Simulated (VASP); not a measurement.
Input:

```yaml
crystal:
  lattice:
    - [0.00000, 3.34950, 3.34950]
    - [3.34950, 0.00000, 3.34950]
    - [3.34950, 3.34950, 0.00000]
  atoms:
    - { symbol: In, position: [0.00000, 0.00000, 0.00000] }
    - { symbol: Sb, position: [0.25000, 0.25000, 0.25000] }
```

Level of theory: HSE06 screened hybrid, VASP's PBE PAW potentials (set 64) (plane waves; VASP). Numerical set-up: 520 eV cut-off, 6×6×6 Γ-centred mesh, Gaussian smearing of 0.050 eV, potentials In_d Sb.

Problem. Give the stress tensor in GPa (positive for a compressed cell).

Solution. 
```
-2.92   0.00   0.00
 0.00  -2.92   0.00
 0.00   0.00  -2.92
```
The pressure is its mean diagonal, -2.92 GPa.

The compound is InSb in the zinc blende structure. This cell is one point of a volume scan, at 1.03 of the reference volume. The cell's shape comes from a PBE relaxation.
